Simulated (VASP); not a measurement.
```yaml
crystal:
  lattice:
    - [0.00000, 3.02940, 3.02940]
    - [3.02940, 0.00000, 3.02940]
    - [3.02940, 3.02940, 0.00000]
  atoms:
    - { symbol: Pb, position: [0.00000, 0.00000, 0.00000] }
    - { symbol: F, position: [0.25000, 0.25000, 0.25000] }
    - { symbol: F, position: [0.75000, 0.75000, 0.75000] }
```

The base run (VASP): PBE GGA, plane waves, VASP's PBE PAW potentials (set 64). Numerical set-up: 520 eV cut-off, 6×6×6 Γ-centred mesh, Gaussian smearing of 0.050 eV, potentials Pb_d F.

The base run took about 9 core-seconds. The timings are rough (shared machines, no repeats); factors under 2 mean little.

Pressures at a finite cut-off, here 520 eV, hold a Pulay part, which wasn't tested here.

```json
[
 {"setting": "IVDW = 11", "cost over the base run": "within a factor of 2", "electronic steps": "14", "pressure (GPa)": "-2.47"},
 {"setting": "base run", "cost over the base run": "reference", "electronic steps": "14", "pressure (GPa)": "-1.99"},
 {"setting": "GGA = 91", "cost over the base run": "within a factor of 2", "electronic steps": "15", "pressure (GPa)": "-2.30"},
 {"setting": "AGGAC = 0.0, GGA = BO, LUSE_VDW = .TRUE., PARAM1 = 0.1833333333, PARAM2 = 0.22", "cost over the base run": "about 5 times", "electronic steps": "14", "pressure (GPa)": "-3.62"},
 {"setting": "GGA removed, LMIXTAU = .TRUE., METAGGA = SCAN", "cost over the base run": "about 5 times", "electronic steps": "22", "pressure (GPa)": "-5.23"},
 {"setting": "GGA removed, LMIXTAU = .TRUE., METAGGA = TPSS", "cost over the base run": "about 5 times", "electronic steps": "19", "pressure (GPa)": "-3.41"},
 {"setting": "GGA removed, LMIXTAU = .TRUE., METAGGA = R2SCAN", "cost over the base run": "about 5 times", "electronic steps": "22", "pressure (GPa)": "-4.63"}
]
```

Left out are runs that failed, have no time on record or changed the cell.

The compound is PbF2 in the fluorite structure, the β form. The cell was not relaxed at this level.
